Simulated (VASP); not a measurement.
Here is a VASP 6.6.1 calculation.

The input INCAR:

```
SYSTEM = Al
PREC = Accurate
ENCUT = 520
EDIFF = 1E-7
ISMEAR = 0
SIGMA = 0.1
LREAL = .False.
LASPH = .True.
NELM = 80
ALGO = Normal
ISIF = 2
LWAVE = .False.
LCHARG = .False.
GGA = PE
```

KPOINTS

```
regular mesh
0
Gamma
  10 10 10
  0 0 0
```

Contents of POSCAR:

```
Al                                      
1.0
    0.0000000000      2.0187464442      2.0187464442
    2.0187464442      0.0000000000      2.0187464442
    2.0187464442      2.0187464442      0.0000000000
  Al            
     1
Direct
     0.0000000000000000    0.0000000000000000    0.0000000000000000
```

Potentials or basis: VASP PAW PBE potentials, release 64 (Al).

The run is started by

```console
$ cat potpaw_PBE.64/Al/POTCAR > POTCAR
$ mpirun -np 1 vasp_std > vasp.out
```

Q: Estimate the pressure.

A: 0.0 GPa.

Q: Predict the band gap on the k mesh.

A: None (metal or under the smearing width).
